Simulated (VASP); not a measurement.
Runs of VASP 6.6.1 on OsF. It takes space group P6_3/mmc (No. 194, hexagonal). Conventional cell: a = 3.121 Å, b = 3.121 Å, c = 5.142 Å, α = 90.00°, β = 90.00°, γ = 120.00°. Around Os (site symmetry -6m2) lie 6 F at 2.21 Å. F (site symmetry -3m) has 6 Os at 2.21 Å as nearest neighbours. The cell was built by a generator and needn't be a form met in nature.

```csv
task,spin,cell,k mesh,cutoff (eV),mesh quality,gap on the mesh (eV),pressure (GPa),moment (μB)
single point,"collinear, typed start","P6_3/mmc, 10.84 Å³/atom",6 × 6 × 4,520,coarse,none,50.3,0.18
single point,"collinear, typed start","P6_3/mmc, 12.25 Å³/atom",6 × 6 × 4,520,coarse,none,-0.1,0.00
relaxation of cell and atoms,off,relaxed,15 × 15 × 12,600,not flagged,none,0.0,-
single point,off,"P6_3/mmc, 12.28 Å³/atom",15 × 15 × 12,520,not flagged,none,(a),-
```

Alike in all rows: level PBE; potentials or basis VASP PAW PBE potentials, release 64 (Os, F); smearing gaussian 0.1 eV.

Question: Fill in the values left out.

Answer: (a) -0.2.

Caveats: some runs use coarse meshes; a pressure of tens of GPa on the cell as given is suspect, and the run, the potentials or the cell itself is likely at fault (some runs).

A k mesh can miss the band edges, and the runs leave out spin-orbit coupling on Os.

A gap of «none» marks a metal or a gap under the smearing width.
